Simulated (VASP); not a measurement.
Calculation: PBE GGA, VASP's PBE PAW potentials (set 64) (plane waves; VASP).

Input for VASP

INCAR:
```
# general
SYSTEM  = Ga31As32
PREC    = Normal
ENCUT   = 400   # plane-wave cut-off (eV)
LREAL   = Auto   # projection in real space or not
LASPH   = .TRUE.   # aspherical one-centre terms
ISYM    = 0
NELECT  = 252.0

# electronic loop
EDIFF   = 1E-5   # SCF stop (eV)
NELM    = 100   # most electronic steps
NELMIN  = 4
ALGO    = Fast
LMAXMIX = 4

# smearing
ISMEAR  = 0   # Gaussian
SIGMA   = 0.05   # width (eV)

# functional
GGA     = PE

# ions
IBRION  = 2   # conjugate gradients
NSW     = 60
ISIF    = 2
EDIFFG  = -0.03

# output
LWAVE   = .TRUE.
LCHARG  = .FALSE.
```

### KPOINTS
```
Automatic mesh
0
gamma
 1 1 1
```

POSCAR:
```
Ga31As32
1.0
 11.5222104216   0.0000000000   0.0000000000
  0.0000000000  11.5222104216   0.0000000000
  0.0000000000   0.0000000000  11.5222104216
Ga As
31 32
Cartesian
  5.7611052108   0.0000000000   0.0000000000
  8.6416578162   2.8805526054   0.0000000000
  8.6416578162   0.0000000000   2.8805526054
  0.0000000000   0.0000000000   0.0000000000
  2.8805526054   2.8805526054   0.0000000000
  5.7611052108   5.7611052108   0.0000000000
  8.6416578162   8.6416578162   0.0000000000
  2.8805526054   0.0000000000   2.8805526054
  5.7611052108   2.8805526054   2.8805526054
  8.6416578162   5.7611052108   2.8805526054
  5.7611052108   0.0000000000   5.7611052108
  8.6416578162   2.8805526054   5.7611052108
  8.6416578162   0.0000000000   8.6416578162
  0.0000000000   5.7611052108   0.0000000000
  2.8805526054   8.6416578162   0.0000000000
  0.0000000000   2.8805526054   2.8805526054
  2.8805526054   5.7611052108   2.8805526054
  5.7611052108   8.6416578162   2.8805526054
  0.0000000000   0.0000000000   5.7611052108
  2.8805526054   2.8805526054   5.7611052108
  8.6416578162   8.6416578162   5.7611052108
  2.8805526054   0.0000000000   8.6416578162
  5.7611052108   2.8805526054   8.6416578162
  8.6416578162   5.7611052108   8.6416578162
  0.0000000000   8.6416578162   2.8805526054
  0.0000000000   5.7611052108   5.7611052108
  2.8805526054   8.6416578162   5.7611052108
  0.0000000000   2.8805526054   8.6416578162
  2.8805526054   5.7611052108   8.6416578162
  5.7611052108   8.6416578162   8.6416578162
  0.0000000000   8.6416578162   8.6416578162
  7.2013815135   1.4402763027   1.4402763027
 10.0819341189   4.3208289081   1.4402763027
 10.0819341189   1.4402763027   4.3208289081
  1.4402763027   1.4402763027   1.4402763027
  4.3208289081   4.3208289081   1.4402763027
  7.2013815135   7.2013815135   1.4402763027
 10.0819341189  10.0819341189   1.4402763027
  4.3208289081   1.4402763027   4.3208289081
  7.2061401864   4.3684732482   4.3613409999
 10.0819341189   7.2013815135   4.3208289081
  7.2013815135   1.4402763027   7.2013815135
 10.0819341189   4.3208289081   7.2013815135
 10.0819341189   1.4402763027  10.0819341189
  1.4402763027   7.2013815135   1.4402763027
  4.3208289081  10.0819341189   1.4402763027
  1.4402763027   4.3208289081   4.3208289081
  4.3316136971   7.2208425269   4.3249423372
  7.2013815135  10.0819341189   4.3208289081
  1.4402763027   1.4402763027   7.2013815135
  4.3332037621   4.3685884703   7.2182615518
  7.1959660746   7.1732903645   7.2407068177
 10.0819341189  10.0819341189   7.2013815135
  4.3208289081   1.4402763027  10.0819341189
  7.2013815135   4.3208289081  10.0819341189
 10.0819341189   7.2013815135  10.0819341189
  1.4402763027  10.0819341189   4.3208289081
  1.4402763027   7.2013815135   7.2013815135
  4.3208289081  10.0819341189   7.2013815135
  1.4402763027   4.3208289081  10.0819341189
  4.3208289081   7.2013815135  10.0819341189
  7.2013815135  10.0819341189  10.0819341189
  1.4402763027  10.0819341189  10.0819341189
```

POTCAR, in this order: Ga As (PBE.64 set). Program: vasp_gam.

The run wrote:

**OUTCAR**
```
 ion  position               nearest neighbor table
   1  0.500  0.000  0.000-  32 2.49  46 2.49  54 2.49  62 2.49
   2  0.750  0.250  0.000-  32 2.49  33 2.49  44 2.49  55 2.49
   3  0.750  0.000  0.250-  32 2.49  34 2.49  38 2.49  49 2.49
   4  0.000  0.000  0.000-  35 2.49  38 2.49  44 2.49  63 2.49
   5  0.250  0.250  0.000-  35 2.49  36 2.49  54 2.49  60 2.49
   6  0.500  0.500  0.000-  36 2.49  37 2.49  55 2.49  61 2.49
   7  0.750  0.750  0.000-  37 2.49  38 2.49  56 2.49  62 2.49
   8  0.250  0.000  0.250-  35 2.49  39 2.49  46 2.49  57 2.49
   9  0.500  0.250  0.250-  32 2.49  36 2.49  39 2.49  40 2.55
  10  0.750  0.500  0.250-  40 2.49  37 2.49  33 2.49  41 2.49
  11  0.500  0.000  0.500-  39 2.49  42 2.49  49 2.49  59 2.49
  12  0.750  0.250  0.500-  34 2.49  42 2.49  43 2.49  40 2.50
  13  0.750  0.000  0.750-  42 2.49  44 2.49  53 2.49  62 2.49
  14  0.000  0.500  0.000-  33 2.49  45 2.49  56 2.49  60 2.49
  15  0.250  0.750  0.000-  45 2.49  46 2.49  61 2.49  63 2.49
  16  0.000  0.250  0.250-  33 2.49  34 2.49  35 2.49  47 2.49
  17  0.250  0.500  0.250-  36 2.49  45 2.49  47 2.49  48 2.51
  18  0.500  0.750  0.250-  48 2.48  46 2.49  37 2.49  49 2.49
  19  0.000  0.000  0.500-  34 2.49  50 2.49  53 2.49  57 2.49
  20  0.250  0.250  0.500-  39 2.49  47 2.49  50 2.49  51 2.54
  21  0.750  0.750  0.500-  41 2.49  49 2.49  53 2.49  52 2.54
  22  0.250  0.000  0.750-  50 2.49  54 2.49  59 2.49  63 2.49
  23  0.500  0.250  0.750-  42 2.49  54 2.49  55 2.49  51 2.51
  24  0.750  0.500  0.750-  52 2.46  43 2.49  55 2.49  56 2.49
  25  0.000  0.750  0.250-  38 2.49  41 2.49  45 2.49  57 2.49
  26  0.000  0.500  0.500-  41 2.49  43 2.49  47 2.49  58 2.49
  27  0.250  0.750  0.500-  48 2.49  57 2.49  58 2.49  59 2.49
  28  0.000  0.250  0.750-  43 2.49  44 2.49  50 2.49  60 2.49
  29  0.250  0.500  0.750-  51 2.46  58 2.49  60 2.49  61 2.49
  30  0.500  0.750  0.750-  52 2.49  59 2.49  61 2.49  62 2.49
  31  0.000  0.750  0.750-  53 2.49  56 2.49  58 2.49  63 2.49
  32  0.625  0.125  0.125-   1 2.49   2 2.49   3 2.49   9 2.49
  33  0.875  0.375  0.125-   2 2.49  10 2.49  14 2.49  16 2.49
  34  0.875  0.125  0.375-   3 2.49  12 2.49  16 2.49  19 2.49
  35  0.125  0.125  0.125-   4 2.49   5 2.49   8 2.49  16 2.49
  36  0.375  0.375  0.125-   5 2.49   6 2.49   9 2.49  17 2.49
  37  0.625  0.625  0.125-   6 2.49   7 2.49  10 2.49  18 2.49
  38  0.875  0.875  0.125-   3 2.49   4 2.49   7 2.49  25 2.49
  39  0.375  0.125  0.375-   8 2.49   9 2.49  11 2.49  20 2.49
...
```

**OSZICAR**
```
...
RMM:  17    -0.255846028807E+03   -0.16632E-04   -0.70395E-05   278   0.150E-02    0.711E-03
RMM:  18    -0.255846029978E+03   -0.11704E-05   -0.56877E-05   274   0.100E-02
   1 F= -.25584603E+03 E0= -.25580696E+03  d E =-.255846E+03
       N       E                     dE             d eps       ncg     rms          rms(c)
DAV:   1    -0.255913700632E+03   -0.67672E-01   -0.14057E+00   360   0.214E+00    0.458E-01
RMM:   2    -0.255922024254E+03   -0.83236E-02   -0.99393E-02   316   0.554E-01    0.177E-01
RMM:   3    -0.255923408651E+03   -0.13844E-02   -0.14771E-02   331   0.218E-01    0.156E-01
RMM:   4    -0.255923099522E+03    0.30913E-03   -0.26099E-03   333   0.877E-02    0.721E-02
RMM:   5    -0.255923035711E+03    0.63810E-04   -0.10207E-03   317   0.530E-02    0.285E-02
RMM:   6    -0.255923056742E+03   -0.21031E-04   -0.24146E-04   333   0.253E-02    0.204E-02
RMM:   7    -0.255923052560E+03    0.41824E-05   -0.43815E-05   241   0.110E-02
   2 F= -.25592305E+03 E0= -.25588428E+03  d E =-.770226E-01
       N       E                     dE             d eps       ncg     rms          rms(c)
DAV:   1    -0.255940142486E+03   -0.17086E-01   -0.95200E-01   344   0.176E+00    0.376E-01
RMM:   2    -0.255945729223E+03   -0.55867E-02   -0.66866E-02   316   0.458E-01    0.146E-01
RMM:   3    -0.255946582504E+03   -0.85328E-03   -0.95751E-03   329   0.180E-01    0.122E-01
RMM:   4    -0.255946401187E+03    0.18132E-03   -0.17340E-03   333   0.717E-02    0.590E-02
RMM:   5    -0.255946356236E+03    0.44952E-04   -0.66874E-04   317   0.432E-02    0.190E-02
RMM:   6    -0.255946371554E+03   -0.15318E-04   -0.14058E-04   326   0.200E-02    0.148E-02
RMM:   7    -0.255946369755E+03    0.17989E-05   -0.23279E-05   207   0.835E-03
   3 F= -.25594637E+03 E0= -.25590772E+03  d E =-.100340E+00
       N       E                     dE             d eps       ncg     rms          rms(c)
DAV:   1    -0.255971741823E+03   -0.25370E-01   -0.68070E-01   328   0.140E+00    0.230E-01
RMM:   2    -0.255974664369E+03   -0.29225E-02   -0.35544E-02   316   0.325E-01    0.100E-01
RMM:   3    -0.255975267691E+03   -0.60332E-03   -0.58964E-03   325   0.133E-01    0.843E-02
RMM:   4    -0.255975233174E+03    0.34517E-04   -0.88923E-04   337   0.517E-02    0.507E-02
RMM:   5    -0.255975202517E+03    0.30657E-04   -0.33474E-04   317   0.315E-02    0.164E-02
RMM:   6    -0.255975208445E+03   -0.59274E-05   -0.70335E-05   276   0.147E-02
   4 F= -.25597521E+03 E0= -.25593668E+03  d E =-.288387E-01
       N       E                     dE             d eps       ncg     rms          rms(c)
DAV:   1    -0.255978281337E+03   -0.30788E-02   -0.59950E+00   322   0.416E+00    0.726E-01
RMM:   2    -0.256004301686E+03   -0.26020E-01   -0.31856E-01   316   0.976E-01    0.277E-01
RMM:   3    -0.256009660593E+03   -0.53589E-02   -0.52344E-02   325   0.400E-01    0.214E-01
RMM:   4    -0.256009845655E+03   -0.18506E-03   -0.77413E-03   339   0.152E-01    0.152E-01
RMM:   5    -0.256009631832E+03    0.21382E-03   -0.25694E-03   318   0.888E-02    0.509E-02
RMM:   6    -0.256009686197E+03   -0.54365E-04   -0.57275E-04   319   0.426E-02    0.271E-02
RMM:   7    -0.256009687988E+03   -0.17912E-05   -0.11616E-04   300   0.189E-02    0.192E-02
RMM:   8    -0.256009682306E+03    0.56817E-05   -0.72316E-05   290   0.133E-02
   5 F= -.25600968E+03 E0= -.25597127E+03  d E =-.633126E-01
       N       E                     dE             d eps       ncg     rms          rms(c)
DAV:   1    -0.256025577805E+03   -0.15890E-01   -0.91894E-01   344   0.148E+00    0.215E-01
RMM:   2    -0.256029831724E+03   -0.42539E-02   -0.48135E-02   316   0.317E-01    0.762E-02
RMM:   3    -0.256030772640E+03   -0.94092E-03   -0.84070E-03   336   0.133E-01    0.653E-02
RMM:   4    -0.256030782827E+03   -0.10187E-04   -0.89334E-04   321   0.496E-02    0.412E-02
RMM:   5    -0.256030770671E+03    0.12156E-04   -0.24535E-04   308   0.257E-02    0.195E-02
RMM:   6    -0.256030771496E+03   -0.82528E-06   -0.58716E-05   243   0.130E-02
   6 F= -.25603077E+03 E0= -.25599236E+03  d E =-.210892E-01
       N       E                     dE             d eps       ncg     rms          rms(c)
DAV:   1    -0.256028111903E+03    0.26588E-02   -0.49568E+00   316   0.342E+00    0.538E-01
RMM:   2    -0.256051773742E+03   -0.23662E-01   -0.27032E-01   316   0.747E-01    0.180E-01
RMM:   3    -0.256057105889E+03   -0.53321E-02   -0.47641E-02   339   0.315E-01    0.168E-01
RMM:   4    -0.256057068679E+03    0.37209E-04   -0.40912E-03   318   0.112E-01    0.107E-01
RMM:   5    -0.256057014860E+03    0.53819E-04   -0.17702E-03   317   0.667E-02    0.297E-02
RMM:   6    -0.256057041099E+03   -0.26239E-04   -0.31202E-04   312   0.296E-02    0.183E-02
RMM:   7    -0.256057029067E+03    0.12032E-04   -0.94047E-05   272   0.153E-02    0.669E-03
RMM:   8    -0.256057031351E+03   -0.22844E-05   -0.31506E-05   217   0.757E-03
   7 F= -.25605703E+03 E0= -.25601863E+03  d E =-.473490E-01
       N       E                     dE             d eps       ncg     rms          rms(c)
DAV:   1    -0.256056710135E+03    0.31893E-03   -0.27640E-01   352   0.806E-01    0.120E-01
RMM:   2    -0.256057981889E+03   -0.12718E-02   -0.14735E-02   316   0.174E-01    0.432E-02
RMM:   3    -0.256058270008E+03   -0.28812E-03   -0.26077E-03   342   0.736E-02    0.354E-02
RMM:   4    -0.256058269440E+03    0.56747E-06   -0.26951E-04   296   0.274E-02    0.211E-02
RMM:   5    -0.256058264722E+03    0.47179E-05   -0.83463E-05   262   0.146E-02
   8 F= -.25605826E+03 E0= -.25601987E+03  d E =-.485824E-01
       N       E                     dE             d eps       ncg     rms          rms(c)
DAV:   1    -0.256063725980E+03   -0.54565E-02   -0.16069E-01   336   0.739E-01    0.154E-01
RMM:   2    -0.256064578339E+03   -0.85236E-03   -0.11513E-02   316   0.194E-01    0.489E-02
RMM:   3    -0.256064717402E+03   -0.13906E-03   -0.16886E-03   328   0.763E-02    0.328E-02
RMM:   4    -0.256064723355E+03   -0.59534E-05   -0.26614E-04   330   0.296E-02    0.230E-02
RMM:   5    -0.256064714817E+03    0.85380E-05   -0.77934E-05   310   0.162E-02
   9 F= -.25606471E+03 E0= -.25602632E+03  d E =-.645010E-02
       N       E                     dE             d eps       ncg     rms          rms(c)
DAV:   1    -0.256065335096E+03   -0.61174E-03   -0.10306E-01   346   0.592E-01    0.125E-01
RMM:   2    -0.256065894206E+03   -0.55911E-03   -0.74733E-03   316   0.157E-01    0.399E-02
RMM:   3    -0.256065990209E+03   -0.96003E-04   -0.11193E-03   328   0.620E-02    0.269E-02
RMM:   4    -0.256065995421E+03   -0.52114E-05   -0.17673E-04   329   0.241E-02    0.191E-02
RMM:   5    -0.256065990256E+03    0.51645E-05   -0.52733E-05   270   0.134E-02
  10 F= -.25606599E+03 E0= -.25602762E+03  d E =-.772553E-02
       N       E                     dE             d eps       ncg     rms          rms(c)
DAV:   1    -0.256066014975E+03   -0.19555E-04   -0.16999E-03   376   0.756E-02    0.155E-02
RMM:   2    -0.256066022849E+03   -0.78734E-05   -0.10765E-04   306   0.191E-02    0.488E-03
RMM:   3    -0.256066023474E+03   -0.62533E-06   -0.12677E-05   183   0.691E-03    0.297E-03
RMM:   4    -0.256066023417E+03    0.57271E-07   -0.16511E-06   124   0.261E-03
  11 F= -.25606602E+03 E0= -.25602765E+03  d E =-.775869E-02
       N       E                     dE             d eps       ncg     rms          rms(c)
DAV:   1    -0.256066881936E+03   -0.85846E-03   -0.43073E-02   322   0.387E-01    0.734E-02
RMM:   2    -0.256067112185E+03   -0.23025E-03   -0.28818E-03   316   0.967E-02    0.228E-02
RMM:   3    -0.256067154899E+03   -0.42714E-04   -0.46606E-04   335   0.393E-02    0.166E-02
RMM:   4    -0.256067155453E+03   -0.55485E-06   -0.59281E-05   244   0.148E-02
  12 F= -.25606716E+03 E0= -.25602879E+03  d E =-.113204E-02
```

### OUTCAR
```
------------------------ aborting loop because EDIFF is reached ----------------------------------------
  FORCE on cell =-STRESS in cart. coord.  units (eV):
  Direction    XX          YY          ZZ          XY          YZ          ZX
  --------------------------------------------------------------------------------------
  Total      -11.2871071    -11.3150339    -11.3139577     -0.0217846      0.1717304     -0.3950781
  in kB      -11.8218603    -11.8511102    -11.8499829     -0.0228167      0.1798665     -0.4137958
  external PRESSURE =     -11.8409845 kB  Pullay stress =       0.0000000 kB
  volume of cell :     1529.70
      direct lattice vectors                 reciprocal lattice vectors
    11.522210422  0.000000000  0.000000000     0.086788903  0.000000000  0.000000000
     0.000000000 11.522210422  0.000000000     0.000000000  0.086788903  0.000000000
     0.000000000  0.000000000 11.522210422     0.000000000  0.000000000  0.086788903
  FREE ENERGIE OF THE ION-ELECTRON SYSTEM (eV)
  ---------------------------------------------------
  free  energy   TOTEN  =      -256.0671554534 eV

  energy  without entropy=     -255.9904260355  energy(sigma->0) =     -256.02879074

 reached required accuracy - stopping structural energy minimisation
```
(Selected blocks of OUTCAR.)

File CONTCAR:
```
Ga31As32
   1.00000000000000
    11.5222104216000005    0.0000000000000000    0.0000000000000000
     0.0000000000000000   11.5222104216000005    0.0000000000000000
     0.0000000000000000    0.0000000000000000   11.5222104216000005
  Ga              As
    31    32
Direct
     0.5001721101067130    0.0004765734497365    0.0001962136227598
     0.7493607892050398    0.2503900154507167    0.9997202134365483
     0.7493827641742629    0.9992469451561218    0.2509697981816968
     0.0000743913010872    0.9998994147201923    0.0000442682778654
     0.2509465665984541    0.2506607640803579    0.0008879642478016
     0.5000335550000697    0.4999799519951116    0.0003409909013300
     0.7492359870227649    0.7491565652261282    0.0008073374358841
     0.2509819621912383    0.0011090413959101    0.2509922997776322
     0.5040808363063504    0.2541776511465613    0.2542701797831227
     0.7460274880392167    0.4959558416289166    0.2541592156173537
     0.5000236567706640    0.0002379137864865    0.5000294989979462
     0.7459293575760373    0.2542688797968586    0.4960683002828696
     0.7491077171726215    0.0008733826190224    0.7491621664579813
     0.0000350483843330    0.4996637815378714    0.0003131361851604
     0.2507411681716491    0.7493818880082105    0.9995787681439781
     0.0008556897179381    0.2506661797174619    0.2509062493238036
     0.2536415139907350    0.5032633713165060    0.2536047915923693
     0.4967069340893038    0.7464451650621350    0.2535334465941379
     0.9999249263721268    0.0002612281021193    0.4999773614890019
     0.2538352796074870    0.2538572910839207    0.5037681223997544
     0.7467015780935704    0.7465127872501408    0.5034512079363711
     0.2508905842326004    0.9993055616547133    0.7493276712064725
     0.4963690608441406    0.2539479468703736    0.7461479250615780
     0.7465411761466783    0.5031793144421544    0.7466249956512225
     0.9992642757005898    0.7493052415993636    0.2509755918721419
     0.0001207322682938    0.5000348195514663    0.5000446876897759
     0.2535053708138966    0.7465682569667789    0.4967365811704512
     0.9995292216230527    0.2505608697038878    0.7492934918066725
     0.2538128000353395    0.4961685754004331    0.7463405738013201
     0.5035045301024444    0.7463485420309812    0.7467381635043771
     0.0006879681500982    0.7492578510918791    0.7492044289724411
     0.6255621255458884    0.1253398277795410    0.1256592997369576
     0.8747544167564821    0.3744233798482680    0.1255133068395874
     0.8746774554021836    0.1254620632032345    0.3745573959317094
     0.1251456855621246    0.1251840710900921    0.1251626297197880
     0.3755093098999253    0.3752714136226072    0.1264197701101076
     0.6248012079097053    0.6245931415644580    0.1263585572250658
     0.8749017842485767    0.8749546529406306    0.1251959160141572
     0.3755748304186451    0.1266254698954685    0.3755502370487183
     0.6148549113617404    0.3853980534265993    0.3850653740032164
     0.8738803823379111    0.6245821004945860    0.3753565198657074
     0.6246281607899173    0.1264698005353380    0.6245165282145423
     0.8739571866119059    0.3752956963329183    0.6246467590460072
     0.8749065105947725    0.1250919808252110    0.8749647280917497
     0.1251488995855511    0.6256241184137579    0.1253989599078310
     0.3745175184927711    0.8751212401367789    0.1253225879661230
     0.1262435468671612    0.3753500351244749    0.3754776677766424
     0.3830842557551994    0.6169150622702773    0.3832680867187764
     0.6246539667559061    0.8739814627170043    0.3754517486344240
     0.1253340038270221    0.1252258585852555    0.6255591508747040
     0.3841027730079528    0.3843185998010133    0.6158126683546850
     0.6167838718291452    0.6169784267788617    0.6166353187458899
     0.8748580601506746    0.8750595022071662    0.6256162823693679
     0.3745050921266114    0.1254011314314612    0.8748060377431376
     0.6246894746166616    0.3752296885279779    0.8741428507456294
     0.8748761965165640    0.6255554552798129    0.8749201010867125
     0.1251930127789930    0.8751030142135395    0.3745268362670822
     0.1261496477220657    0.6246761019210421    0.6247983861502320
     0.3754586071986488    0.8740210061014160    0.6247689229621348
     0.1253040290615627    0.3744311623519097    0.8749943061978493
     0.3752252248953600    0.6246694872141445    0.8741634600390503
     0.6255386162431831    0.8750470476540895    0.8749837850221025
     0.1251071953203991    0.8749693358685467    0.8749211791684945
```

The cell is charged, with a uniform compensating background. The supercell is sampled at Γ alone, which is coarse: total energies, pressure and levels can be off, energies of defects by several tenths of an eV.

The cell is a supercell with a defect, built from GaAs (zinc blende): vac_Ga, charge +1. The run is not spin-polarised, so no state with unpaired spins was tried.
